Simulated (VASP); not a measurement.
```yaml
crystal:
  lattice:
    - [0.00000, 2.49116, 2.49116]
    - [2.49116, 0.00000, 2.49116]
    - [2.49116, 2.49116, 0.00000]
  atoms:
    - { symbol: S, position: [0.00000, 0.00000, 0.00000] }
    - { symbol: Re, position: [0.50000, 0.50000, 0.50000] }
```
Cell charge +0.1.

Calculation: PBE GGA, VASP's PBE PAW potentials (set 64) (plane waves; VASP). Numerical set-up: NELECT = 12.9, 400 eV cut-off, 8×8×8 Γ-centred mesh, Gaussian smearing of 0.050 eV, potentials S Re.

The cell is charged, with a uniform compensating background. Unless said otherwise, spin-orbit coupling is left out, though it shifts the bands of the heavy elements here.

Question: What does the run give for the energy per atom (σ→0), pressure, band gap (on the k-mesh) with the smallest direct gap where there is one?

Answer: 
```yaml
band gap (on the k-mesh): none (metal, semimetal or under 0.01 eV)
energy per atom (σ→0): -7.670 eV/atom
pressure: -12.72 GPa
```

Only differences to runs with the same potentials and settings are physical.

The structure was generated: ReS was put into the rocksalt type (Fm-3m), which need not be its known phase. The cell was not relaxed at this level. The run is one of a series of settings (NELECT = 12.9 against the base run), some of them coarse on purpose. The electron count is odd and the run is not spin-polarised, which forces a metal.
